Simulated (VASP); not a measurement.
Computed with LDA (Ceperley-Alder, Perdew-Zunger), VASP's LDA PAW potentials (set 64) (plane waves; VASP 6.6.1).

Input for VASP

INCAR:
```
SYSTEM = WSe2
PREC = Accurate; ENCUT = 520; LREAL = F
LASPH = T
EDIFF = 1E-7; NELM = 100; ALGO = Normal
LMAXMIX = 6
ISMEAR = 0; SIGMA = 0.05
IBRION = 2; NSW = 30; ISIF = 4
EDIFFG = -0.01
LWAVE = F; LCHARG = F
```

**POSCAR**
```
WSe2
1
    1.6278036187    -2.8194382550     0.0000000000
    1.6278036187     2.8194382550     0.0000000000
    0.0000000000     0.0000000000    12.8438337403
W Se
2 4
Direct
  0.3333330000   0.6666670000   0.2500000000
  0.6666670000   0.3333330000   0.7500000000
  0.3333330000   0.6666670000   0.8800284277
  0.6666670000   0.3333330000   0.3800284277
  0.6666670000   0.3333330000   0.1199715723
  0.3333330000   0.6666670000   0.6199715723
```

**KPOINTS**
```
K-points
0
G
8 8 2
0 0 0
```

POTCAR, in this order: W_sv Se (LDA.64 set). Program: vasp_std.

The run wrote:

**OUTCAR**
```
 ion  position               nearest neighbor table
   1  0.333  0.667  0.250-   4 2.51   5 2.51   4 2.51   5 2.51   4 2.51   5 2.51
   2  0.667  0.333  0.750-   3 2.51   6 2.51   3 2.51   6 2.51   3 2.51   6 2.51
   3  0.333  0.667  0.880-   2 2.51   2 2.51   2 2.51
   4  0.667  0.333  0.380-   1 2.51   1 2.51   1 2.51
   5  0.667  0.333  0.120-   1 2.51   1 2.51   1 2.51
   6  0.333  0.667  0.620-   2 2.51   2 2.51   2 2.51
  LATTYP: Found a hexagonal cell.
 ALAT       =     3.2556069626
 C/A-ratio  =     3.9451426072
 Subroutine PRICEL returns:
 Original cell was already a primitive cell.
 Subroutine GETGRP returns: Found 24 space group operations
The static configuration has the point symmetry D_3d.
 The point group associated with its full space group is D_6h.
The dynamic configuration has the point symmetry D_3d.
 Subroutine INISYM returns: Found 24 space group operations
 Subroutine IBZKPT returns following result:
 Found     20 irreducible k-points:

 Following reciprocal coordinates:
            Coordinates               Weight
  0.000000  0.000000  0.000000      1.000000
  0.125000  0.000000  0.000000      6.000000
  0.250000  0.000000  0.000000      6.000000
  0.375000  0.000000  0.000000      6.000000
  0.500000  0.000000  0.000000      3.000000
  0.125000  0.125000  0.000000      6.000000
  0.250000  0.125000  0.000000     12.000000
  0.375000  0.125000  0.000000     12.000000
  0.250000  0.250000  0.000000      6.000000
  0.375000  0.250000  0.000000      6.000000
  0.000000  0.000000  0.500000      1.000000
  0.125000  0.000000  0.500000      6.000000
  0.250000  0.000000  0.500000      6.000000
  0.375000  0.000000  0.500000      6.000000
  0.500000  0.000000  0.500000      3.000000
  0.125000  0.125000  0.500000      6.000000
  0.250000  0.125000  0.500000     12.000000
  0.375000  0.125000  0.500000     12.000000
...
```

OSZICAR:
```
       N       E                     dE             d eps       ncg     rms          rms(c)
DAV:   1     0.502653019053E+03    0.50265E+03   -0.28356E+04  1392   0.163E+03
DAV:   2    -0.176938850153E+02   -0.52035E+03   -0.51006E+03  1509   0.426E+02
DAV:   3    -0.496457800667E+02   -0.31952E+02   -0.31613E+02  1527   0.945E+01
DAV:   4    -0.504259910086E+02   -0.78021E+00   -0.77757E+00  1561   0.149E+01
DAV:   5    -0.504405804422E+02   -0.14589E-01   -0.14582E-01  1486   0.205E+00    0.317E+01
DAV:   6    -0.489005179551E+02    0.15401E+01   -0.94476E+00  1420   0.172E+01    0.116E+01
DAV:   7    -0.486721300068E+02    0.22839E+00   -0.43940E+00  1456   0.873E+00    0.571E+00
DAV:   8    -0.484940681522E+02    0.17806E+00   -0.75430E-01  1604   0.471E+00    0.124E+00
DAV:   9    -0.484938944328E+02    0.17372E-03   -0.56293E-02  1576   0.120E+00    0.718E-01
DAV:  10    -0.484923377031E+02    0.15567E-02   -0.16086E-02  1566   0.835E-01    0.207E-01
DAV:  11    -0.484922101243E+02    0.12758E-03   -0.21017E-03  1589   0.278E-01    0.147E-01
DAV:  12    -0.484921889366E+02    0.21188E-04   -0.65183E-05  1530   0.463E-02    0.941E-02
DAV:  13    -0.484921748383E+02    0.14098E-04   -0.10444E-04  1626   0.584E-02    0.421E-03
DAV:  14    -0.484921750104E+02   -0.17210E-06   -0.25540E-06  1437   0.104E-02    0.410E-03
DAV:  15    -0.484921749686E+02    0.41744E-07   -0.10341E-07  1027   0.199E-03
   1 F= -.48492175E+02 E0= -.48492175E+02  d E =-.484922E+02
```

### OUTCAR
```
------------------------ aborting loop because EDIFF is reached ----------------------------------------
  FORCE on cell =-STRESS in cart. coord.  units (eV):
  Direction    XX          YY          ZZ          XY          YZ          ZX
  --------------------------------------------------------------------------------------
  Total       -0.0477810     -0.0477810     -0.0240610      0.0000000      0.0000000      0.0000000
  in kB       -0.6493464     -0.6493463     -0.3269907      0.0000000      0.0000000      0.0000000
  external PRESSURE =      -0.5418945 kB  Pullay stress =       0.0000000 kB
  volume of cell :      117.89
      direct lattice vectors                 reciprocal lattice vectors
     1.627803619 -2.819438255  0.000000000     0.307162359 -0.177340291  0.000000000
     1.627803619  2.819438255  0.000000000     0.307162359  0.177340291  0.000000000
     0.000000000  0.000000000 12.843833740     0.000000000  0.000000000  0.077858373
 POSITION                                       TOTAL-FORCE (eV/Angst)
 -----------------------------------------------------------------------------------
      1.62780      0.93981      3.21096         0.000000     -0.000000      0.000000
      1.62780     -0.93981      9.63288         0.000000      0.000000      0.000000
      1.62780      0.93981     11.30294        -0.000000      0.000000      0.004694
      1.62780     -0.93981      4.88102         0.000000     -0.000000      0.004694
      1.62780     -0.93981      1.54089        -0.000000      0.000000     -0.004694
      1.62780      0.93981      7.96281         0.000000      0.000000     -0.004694
 -----------------------------------------------------------------------------------
    total drift:                                0.000136      0.001072     -0.000033
  FREE ENERGIE OF THE ION-ELECTRON SYSTEM (eV)
  ---------------------------------------------------
  free  energy   TOTEN  =       -48.4921749686 eV

  energy  without entropy=      -48.4921749686  energy(sigma->0) =      -48.49217497

 reached required accuracy - stopping structural energy minimisation
```
(Selected blocks of OUTCAR.)

The compound is WSe2 in the 2H layered structure. It was relaxed first.
